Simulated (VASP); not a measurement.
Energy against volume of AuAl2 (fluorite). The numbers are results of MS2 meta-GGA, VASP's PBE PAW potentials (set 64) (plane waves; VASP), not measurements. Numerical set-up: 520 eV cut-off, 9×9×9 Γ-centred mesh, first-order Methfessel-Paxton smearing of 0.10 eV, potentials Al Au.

```csv
V (Å³/atom),E (eV/atom)
17.460,-0.37802
18.000,-0.38435
18.540,-0.37884
19.080,-0.36335
```

Question: Fit these four points and predict the energy of the run at 16.920 Å³/atom.

Answer: A cubic in V^(−2/3), the third-order Birch-Murnaghan form, passes through the four points with V0 = 18.00 Å³/atom and B0 = 117 GPa, and gives -0.3576 eV/atom there. The run gave -0.3576 eV/atom, +0.0 meV/atom from the fit; all five points give B0 = 117 GPa.

The compound is AuAl2 in the fluorite structure. The cell was not relaxed at this level.
